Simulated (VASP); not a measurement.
Here is a VASP 6.6.1 calculation.

File INCAR:

```
PREC = Normal
ENCUT = 520
EDIFF = 1E-5
ISMEAR = 0
SIGMA = 0.15
LREAL = Auto
LASPH = T
NELM = 80
ALGO = Fast
ISIF = 3
LWAVE = F
LCHARG = F
GGA = PE
IBRION = 2
NSW = 110
EDIFFG = -0.03
ISYM = 0
KPAR = 4
```

KPOINTS

```
regular mesh
0
Gamma
  4 4 4
```

POSCAR

```
CaZr2N2
1.0
   -1.7940490100      2.1944512600      5.1195431300
    3.3426409000     -4.6020351700     10.2502251300
    1.7841546600      2.2934640600     -5.1656477400
Ca Zr N
2 4 4
Direct
    0.0086422500      0.0013748900      0.0024884300
    0.9913873000      0.4977620300      0.9928986700
    0.6890687800      0.3586807200      0.0184303700
    0.6810278700      0.8451366300      0.0006165800
    0.3173987300      0.1657138100      0.0363123000
    0.2917126800      0.6574420000      0.9792208400
    0.8407120000      0.1689618700      0.5142939400
    0.8280616600      0.6631069500      0.5077532100
    0.1829125500      0.3504964600      0.5244171000
    0.1765161600      0.8410000900      0.4964860500
```

Potentials or basis: VASP PAW PBE potentials, release 64 (Ca_sv, Zr_sv, N).

Run with:

```console
$ cat potpaw_PBE.64/Ca_sv/POTCAR potpaw_PBE.64/Zr_sv/POTCAR potpaw_PBE.64/N/POTCAR > POTCAR
$ mpirun -np 4 vasp_std > vasp.out
```

(1) Estimate the band gap on the k mesh.

(2) What does it give for the relaxed volume?

(3) Estimate the relaxed cell.

## Answers

(1) none (metal or under the smearing width).

(2) 16.46 Å³/atom.

(3) a = 5.985 Å, b = 11.962 Å, c = 5.984 Å, α = 146.44°, β = 135.53°, γ = 56.85°.

Caveat: the k mesh is coarse (spacing up to 0.58 Å⁻¹), so the values aren't converged.
